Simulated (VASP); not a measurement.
Given:

```
CELL_PARAMETERS angstrom
     -1.51500     1.51500     1.51500
      1.51500    -1.51500     1.51500
      1.51500     1.51500    -1.51500
ATOMIC_POSITIONS crystal
  V  0.00000 0.00000 0.00000
```

All values below come from AM05 GGA, VASP's PBE PAW potentials (set 64) (plane waves; VASP). Settings: 520 eV cut-off, 15×15×15 Γ-centred mesh, first-order Methfessel-Paxton smearing of 0.10 eV, potentials V_sv.

Energy and stress use the plane-wave basis of the starting cell.

Question: The ions, cell shape and volume are relaxed. Which structure does the run end with?

Answer: 
```
CELL_PARAMETERS angstrom
     -1.47858     1.47858     1.47858
      1.47858    -1.47858     1.47858
      1.47858     1.47858    -1.47858
ATOMIC_POSITIONS crystal
  V  0.00000 0.00000 0.00000
```
Space group Im-3m (229), at a tolerance of 0.03 Å.

Question: How do energy and volume change from the first to the last step?

Answer: The energy (σ→0) changes by -41.1 meV/atom and the volume by -7.0 %, in 4 ionic steps.

```csv
step,E(σ→0) (eV),max force (eV/Å),pressure (GPa),volume (Å³)
1,-9.3604,0.000,-12.64,13.91
2,-9.3328,0.000,21.38,11.82
3,-9.4015,0.000,-0.31,12.95
4,-9.4015,0.000,0.01,12.93
```

The compound is V in the bcc structure. This run relaxes it. Symmetry was kept, so distortions that lower it aren't found. The run is not spin-polarised, so no magnetic state was tried.
